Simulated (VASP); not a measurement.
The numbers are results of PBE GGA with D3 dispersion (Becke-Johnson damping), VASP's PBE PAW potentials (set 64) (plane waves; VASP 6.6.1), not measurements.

Input for VASP

KPOINTS:
```
Automatic mesh
0
Gamma
13 13 13
0 0 0
```

POSCAR:
```
As
4.0119970
  0.8813599323  -0.4722576021  -0.0133184367
  0.8813599323   0.4722576021  -0.0133184367
  0.6401217085   0.0000000000   0.7682734218
As
2
direct
  0.2305812974   0.2305812974   0.2305812974
  0.7694187026   0.7694187026   0.7694187026
```

INCAR:
```
SYSTEM = As
PREC = Accurate; ENCUT = 520; LREAL = .False.
LASPH = .True.
EDIFF = 1E-7; NELM = 100; ALGO = Normal
LMAXMIX = 4
ISMEAR = -5
GGA = PE; IVDW = 12
ISIF = 2
LWAVE = .False.; LCHARG = .True.; LORBIT = 11
NEDOS = 601
```

POTCAR, in this order: As (PBE.64 set). Program: vasp_std.

Output of the run:

### OUTCAR
```
 ion  position               nearest neighbor table
   1  0.231  0.231  0.231-   2 2.54   2 2.54   2 2.54
   2  0.769  0.769  0.769-   1 2.54   1 2.54   1 2.54
  LATTYP: Found a trigonal (rhomboedric) cell.
 ALAT       =     4.0119969072
 COS(alpha) =     0.5539454785
 Subroutine PRICEL returns:
 Original cell was already a primitive cell.
 Subroutine GETGRP returns: Found 12 space group operations
The static configuration has the point symmetry D_3d.
The dynamic configuration has the point symmetry D_3d.
 Subroutine INISYM returns: Found 12 space group operations
 Subroutine IBZKPT returns following result:
 Found    231 irreducible k-points:

 Following reciprocal coordinates:
            Coordinates               Weight
  0.000000  0.000000  0.000000      1.000000
  0.076923 -0.000000  0.000000      6.000000
  0.153846  0.000000 -0.000000      6.000000
  0.230769  0.000000 -0.000000      6.000000
  0.307692  0.000000 -0.000000      6.000000
  0.384615  0.000000  0.000000      6.000000
  0.461538  0.000000 -0.000000      6.000000
  0.076923  0.076923  0.000000      6.000000
  0.153846  0.076923  0.000000     12.000000
  0.230769  0.076923 -0.000000     12.000000
  0.307692  0.076923  0.000000     12.000000
  0.384615  0.076923  0.000000     12.000000
  0.461538  0.076923  0.000000     12.000000
 -0.461538  0.076923  0.000000     12.000000
 -0.384615  0.076923  0.000000     12.000000
 -0.307692  0.076923  0.000000     12.000000
 -0.230769  0.076923  0.000000     12.000000
 -0.153846  0.076923  0.000000     12.000000
 -0.076923  0.076923  0.000000      6.000000
  0.153846  0.153846 -0.000000      6.000000
  0.230769  0.153846 -0.000000     12.000000
  0.307692  0.153846 -0.000000     12.000000
  0.384615  0.153846  0.000000     12.000000
...
```

### OSZICAR
```
       N       E                     dE             d eps       ncg     rms          rms(c)
DAV:   1     0.303458046491E+02    0.30346E+02   -0.44305E+03  4166   0.931E+02
DAV:   2    -0.815451244081E+01   -0.38500E+02   -0.37831E+02  6530   0.123E+02
DAV:   3    -0.931463058459E+01   -0.11601E+01   -0.11582E+01  4881   0.258E+01
DAV:   4    -0.932030410251E+01   -0.56735E-02   -0.56699E-02  5163   0.184E+00
DAV:   5    -0.932031695944E+01   -0.12857E-04   -0.12820E-04  4755   0.811E-02    0.329E+00
DAV:   6    -0.931363681929E+01    0.66801E-02   -0.41643E-03  4647   0.538E-01    0.198E+00
DAV:   7    -0.931049936583E+01    0.31375E-02   -0.92407E-03  4372   0.828E-01    0.893E-02
DAV:   8    -0.931062590757E+01   -0.12654E-03   -0.28632E-04  4357   0.129E-01    0.318E-02
DAV:   9    -0.931066649023E+01   -0.40583E-04   -0.58657E-05  4598   0.628E-02    0.878E-03
DAV:  10    -0.931066508298E+01    0.14072E-05   -0.46504E-06  5014   0.144E-02    0.318E-03
DAV:  11    -0.931066491609E+01    0.16689E-06   -0.68878E-07  4421   0.648E-03    0.117E-03
DAV:  12    -0.931066509538E+01   -0.17929E-06   -0.37729E-08  2267   0.143E-03    0.272E-04
DAV:  13    -0.931066507441E+01    0.20969E-07   -0.12473E-08  2126   0.920E-04
   1 F= -.10176144E+02 E0= -.10176144E+02  d E =0.000000E+00
```

OUTCAR:
```
------------------------ aborting loop because EDIFF is reached ----------------------------------------
 Edisp (eV)   -0.86548
  FORCE on cell =-STRESS in cart. coord.  units (eV):
  Direction    XX          YY          ZZ          XY          YZ          ZX
  --------------------------------------------------------------------------------------
  Total      -0.00061     0.00706     0.00632     0.00000    -0.00000    -0.00237
  in kB      -0.02350     0.27030     0.24231     0.00000    -0.00000    -0.09068
  external pressure =        0.16 kB  Pullay stress =        0.00 kB
  volume of cell :       41.82
      direct lattice vectors                 reciprocal lattice vectors
     3.536013404 -1.894696083 -0.053433528     0.139643976 -0.263894566 -0.116350687
     3.536013404  1.894696083 -0.053433528     0.139643976  0.263894566 -0.116350687
     2.568166374  0.000000000  3.082310663     0.004841608  0.000000000  0.320397926
 POSITION                                       TOTAL-FORCE (eV/Angst)
 -----------------------------------------------------------------------------------
      2.22285      0.00000      0.68608         0.008271      0.000000      0.002553
      7.41734      0.00000      2.28936        -0.008271      0.000000     -0.002553
 -----------------------------------------------------------------------------------
    total drift:                                0.000000     -0.000000      0.000000
  FREE ENERGIE OF THE ION-ELECTRON SYSTEM (eV)
  ---------------------------------------------------
  free  energy   TOTEN  =       -10.1761441629 eV

  energy  without entropy=      -10.1761441629  energy(sigma->0) =      -10.17614416

 total charge

# of ion       s       p       d       tot
------------------------------------------
    1        1.301   1.350   0.051   2.701
    2        1.301   1.350   0.051   2.701
--------------------------------------------------
tot          2.601   2.700   0.102   5.403
```
(Selected blocks of OUTCAR.)

For a metal the tetrahedron method with Blöchl corrections gives inexact stress and forces.

The compound is As in the a7 structure. It was relaxed first.
